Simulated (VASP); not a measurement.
Calculation: PBEsol GGA, VASP's PBE PAW potentials (set 64) (plane waves; VASP 6.6.1).

VASP ran on this input.

INCAR:
```
SYSTEM = K
PREC = Accurate; ENCUT = 500; LREAL = .FALSE.
LASPH = .TRUE.
EDIFF = 1E-6; NELM = 100; ALGO = Normal
ISMEAR = 1; SIGMA = 0.1
GGA = PS
IBRION = 2; NSW = 40; ISIF = 3
EDIFFG = -0.02; PSTRESS = 50
LWAVE = .FALSE.; LCHARG = .FALSE.
```

File KPOINTS:
```
Automatic
0
G
  10 10 10
0 0 0
```

File POSCAR:
```
K
1.0
 -2.6061491398   2.6061491398   2.6061491398
  2.6061491398  -2.6061491398   2.6061491398
  2.6061491398   2.6061491398  -2.6061491398
K
1
direct
  0.0000000000   0.0000000000   0.0000000000
```

POTCAR, in this order: K_sv (PBE.64 set). Program: vasp_std.

The resulting files:

**OSZICAR**
```
...
       N       E                     dE             d eps       ncg     rms          rms(c)
DAV:   1    -0.210982900987E+01   -0.10961E+01   -0.32404E+01   792   0.686E+01    0.704E+00
DAV:   2    -0.106427026880E+01    0.10456E+01   -0.26721E+00   856   0.214E+01    0.288E+00
DAV:   3    -0.857673548443E+00    0.20660E+00   -0.12576E+00  1176   0.103E+01    0.170E+00
DAV:   4    -0.870241888748E+00   -0.12568E-01   -0.29215E-02   928   0.183E+00    0.981E-01
DAV:   5    -0.884300307555E+00   -0.14058E-01   -0.21422E-02  1128   0.705E-01    0.212E-01
DAV:   6    -0.886607240994E+00   -0.23069E-02   -0.35713E-03  1208   0.372E-01    0.226E-02
DAV:   7    -0.886612675147E+00   -0.54342E-05   -0.46642E-05  1176   0.512E-02    0.161E-02
DAV:   8    -0.886612867221E+00   -0.19207E-06   -0.56774E-06  1184   0.155E-02
   3 F= 0.49413117E+00 E0= 0.49437365E+00  d E =-.585379E+00
       N       E                     dE             d eps       ncg     rms          rms(c)
DAV:   1    -0.957150879920E+00   -0.70538E-01   -0.35121E+00   776   0.230E+01    0.243E+00
DAV:   2    -0.854629868124E+00    0.10252E+00   -0.32090E-01   896   0.741E+00    0.984E-01
DAV:   3    -0.827523414156E+00    0.27106E-01   -0.13834E-01  1144   0.343E+00    0.838E-01
DAV:   4    -0.829796396144E+00   -0.22730E-02   -0.44234E-03   952   0.875E-01    0.225E-01
DAV:   5    -0.830466869281E+00   -0.67047E-03   -0.40614E-03  1080   0.423E-01    0.891E-02
DAV:   6    -0.830639038067E+00   -0.17217E-03   -0.18090E-04  1328   0.845E-02    0.194E-02
DAV:   7    -0.830634924657E+00    0.41134E-05   -0.11795E-05  1320   0.282E-02    0.167E-03
DAV:   8    -0.830634674905E+00    0.24975E-06   -0.54103E-07   528   0.443E-03
   4 F= 0.49014206E+00 E0= 0.49043256E+00  d E =-.589368E+00
       N       E                     dE             d eps       ncg     rms          rms(c)
DAV:   1    -0.853075789408E+00   -0.22441E-01   -0.21781E-01   776   0.576E+00    0.716E-01
DAV:   2    -0.847133729294E+00    0.59421E-02   -0.20657E-02   936   0.183E+00    0.269E-01
DAV:   3    -0.845267469419E+00    0.18663E-02   -0.69651E-03  1112   0.774E-01    0.236E-01
DAV:   4    -0.845396886198E+00   -0.12942E-03   -0.27123E-04  1232   0.145E-01    0.859E-02
DAV:   5    -0.845439840666E+00   -0.42954E-04   -0.39530E-04  1056   0.127E-01    0.183E-02
DAV:   6    -0.845438432301E+00    0.14084E-05   -0.45030E-06   968   0.194E-02    0.807E-03
DAV:   7    -0.845437056604E+00    0.13757E-05   -0.84766E-07   568   0.970E-03    0.117E-03
DAV:   8    -0.845437284414E+00   -0.22781E-06   -0.15299E-07   440   0.319E-03
   5 F= 0.49022393E+00 E0= 0.49049542E+00  d E =-.589286E+00
       N       E                     dE             d eps       ncg     rms          rms(c)
DAV:   1    -0.845323049519E+00    0.11401E-03   -0.13178E-05   800   0.455E-02    0.505E-03
DAV:   2    -0.845322653966E+00    0.39555E-06   -0.94207E-07   416   0.127E-02
   6 F= 0.49022078E+00 E0= 0.49049236E+00  d E =-.315516E-05
       N       E                     dE             d eps       ncg     rms          rms(c)
DAV:   1    -0.844982867571E+00    0.34018E-03   -0.11236E-04   784   0.132E-01    0.156E-02
DAV:   2    -0.844978855913E+00    0.40117E-05   -0.11008E-05   880   0.432E-02    0.644E-03
DAV:   3    -0.844977793030E+00    0.10629E-05   -0.41480E-06   928   0.188E-02    0.582E-03
DAV:   4    -0.844978150958E+00   -0.35793E-06   -0.22422E-07   376   0.510E-03
   7 F= 0.49021196E+00 E0= 0.49048394E+00  d E =-.119674E-04
       N       E                     dE             d eps       ncg     rms          rms(c)
DAV:   1    -0.844975489108E+00    0.23039E-05   -0.29984E-07   376   0.333E-03    0.427E-04
DAV:   2    -0.844975530311E+00   -0.41204E-07   -0.12993E-07   376   0.265E-03
   8 F= 0.49021166E+00 E0= 0.49048367E+00  d E =-.304564E-06
       N       E                     dE             d eps       ncg     rms          rms(c)
DAV:   1    -0.844967003788E+00    0.84853E-05   -0.10177E-07   376   0.406E-03    0.404E-04
DAV:   2    -0.844967018639E+00   -0.14851E-07   -0.19187E-08   376   0.174E-03
   9 F= 0.49021139E+00 E0= 0.49048341E+00  d E =-.568500E-06
       N       E                     dE             d eps       ncg     rms          rms(c)
DAV:   1    -0.844949928556E+00    0.17075E-04   -0.25820E-07   376   0.663E-03    0.765E-04
DAV:   2    -0.844949923674E+00    0.48824E-08   -0.18926E-08   376   0.236E-03
  10 F= 0.49021094E+00 E0= 0.49048297E+00  d E =-.102464E-05
       N       E                     dE             d eps       ncg     rms          rms(c)
DAV:   1    -0.844915742942E+00    0.34186E-04   -0.98283E-07   376   0.128E-02    0.150E-03
DAV:   2    -0.844915704919E+00    0.38023E-07   -0.95717E-08   376   0.492E-03
  11 F= 0.49021006E+00 E0= 0.49048213E+00  d E =-.190762E-05
       N       E                     dE             d eps       ncg     rms          rms(c)
DAV:   1    -0.844847437337E+00    0.68306E-04   -0.43579E-06   776   0.257E-02    0.303E-03
DAV:   2    -0.844847217494E+00    0.21984E-06   -0.43424E-07   376   0.889E-03
  12 F= 0.49020834E+00 E0= 0.49048048E+00  d E =-.362183E-05
       N       E                     dE             d eps       ncg     rms          rms(c)
DAV:   1    -0.844710947448E+00    0.13649E-03   -0.16374E-05   776   0.512E-02    0.587E-03
DAV:   2    -0.844710247545E+00    0.69990E-06   -0.15571E-06   488   0.167E-02
  13 F= 0.49020492E+00 E0= 0.49047718E+00  d E =-.704777E-05
       N       E                     dE             d eps       ncg     rms          rms(c)
DAV:   1    -0.844438941098E+00    0.27201E-03   -0.65781E-05   776   0.102E-01    0.117E-02
DAV:   2    -0.844436381223E+00    0.25599E-05   -0.64667E-06   840   0.333E-02    0.533E-03
DAV:   3    -0.844435747696E+00    0.63353E-06   -0.26214E-06   768   0.149E-02
  14 F= 0.49019865E+00 E0= 0.49047123E+00  d E =-.133102E-04
       N       E                     dE             d eps       ncg     rms          rms(c)
DAV:   1    -0.843898479543E+00    0.53790E-03   -0.30637E-04   776   0.219E-01    0.247E-02
DAV:   2    -0.843889367886E+00    0.91117E-05   -0.27891E-05   920   0.670E-02    0.102E-02
DAV:   3    -0.843886576250E+00    0.27916E-05   -0.11249E-05  1128   0.308E-02    0.925E-03
DAV:   4    -0.843887201481E+00   -0.62523E-06   -0.26540E-07   384   0.653E-03
  15 F= 0.49018579E+00 E0= 0.49045900E+00  d E =-.261704E-04
       N       E                     dE             d eps       ncg     rms          rms(c)
DAV:   1    -0.842830739866E+00    0.10558E-02   -0.11903E-03   776   0.428E-01    0.509E-02
DAV:   2    -0.842796257864E+00    0.34482E-04   -0.10944E-04   904   0.134E-01    0.195E-02
DAV:   3    -0.842785747353E+00    0.10511E-04   -0.41463E-05  1128   0.596E-02    0.174E-02
DAV:   4    -0.842787306823E+00   -0.15595E-05   -0.12360E-06   584   0.122E-02    0.602E-03
DAV:   5    -0.842788194334E+00   -0.88751E-06   -0.30289E-06  1104   0.109E-02
  16 F= 0.49016246E+00 E0= 0.49043700E+00  d E =-.495036E-04
       N       E                     dE             d eps       ncg     rms          rms(c)
DAV:   1    -0.840752817540E+00    0.20345E-02   -0.49515E-03   776   0.867E-01    0.103E-01
DAV:   2    -0.840615476404E+00    0.13734E-03   -0.46416E-04   904   0.276E-01    0.392E-02
DAV:   3    -0.840573620203E+00    0.41856E-04   -0.16588E-04  1128   0.119E-01    0.344E-02
DAV:   4    -0.840578362653E+00   -0.47425E-05   -0.56415E-06  1144   0.245E-02    0.116E-02
DAV:   5    -0.840580671367E+00   -0.23087E-05   -0.81899E-06  1032   0.188E-02    0.266E-03
DAV:   6    -0.840581003608E+00   -0.33224E-06   -0.83654E-08   400   0.285E-03
  17 F= 0.49012686E+00 E0= 0.49040407E+00  d E =-.851050E-04
```

### OUTCAR
```
------------------------ aborting loop because EDIFF is reached ----------------------------------------
  FORCE on cell =-STRESS in cart. coord.  units (eV):
  Direction    XX          YY          ZZ          XY          YZ          ZX
  --------------------------------------------------------------------------------------
  Total        1.3147354      1.3147354      1.3147354      0.0000000      0.0000000     -0.0000000
  in kB       49.3998511     49.3998511     49.3998511      0.0000000      0.0000000     -0.0000000
  external PRESSURE =      -0.6001489 kB  Pullay stress =      50.0000000 kB
  volume of cell :       42.64
      direct lattice vectors                 reciprocal lattice vectors
    -2.200836448  2.200836448  2.200836448     0.000000000  0.227186350  0.227186350
     2.200836448 -2.200836448  2.200836448     0.227186350  0.000000000  0.227186350
     2.200836448  2.200836448 -2.200836448     0.227186350  0.227186350  0.000000000
 POSITION                                       TOTAL-FORCE (eV/Angst)
 -----------------------------------------------------------------------------------
     -0.00000      0.00000      0.00000         0.000000     -0.000000      0.000000
 -----------------------------------------------------------------------------------
    total drift:                               -0.000000     -0.000000      0.000000
  FREE ENERGIE OF THE ION-ELECTRON SYSTEM (eV)
  ---------------------------------------------------
  free  energy   TOTEN  =        -0.8405810036 eV

  energy  without entropy=       -0.8397493614  energy(sigma->0) =       -0.84030379
  enthalpy is  TOTEN    =         0.4901268585 eV   P V=        1.3307078621

 reached required accuracy - stopping structural energy minimisation
```
(Selected blocks of OUTCAR.)

### CONTCAR
```
K
   1.00000000000000
    -2.2008364482910845    2.2008364482910845    2.2008364482910845
     2.2008364482910845   -2.2008364482910845    2.2008364482910845
     2.2008364482910845    2.2008364482910845   -2.2008364482910845
  K
     1
Direct
     0.0000000000000000    0.0000000000000000    0.0000000000000000
```

Energy and stress use the plane-wave basis of the starting cell.

The compound is K in the bcc structure. This run relaxes it under an external pressure of 5 GPa. Symmetry was kept, so distortions that lower it aren't found.
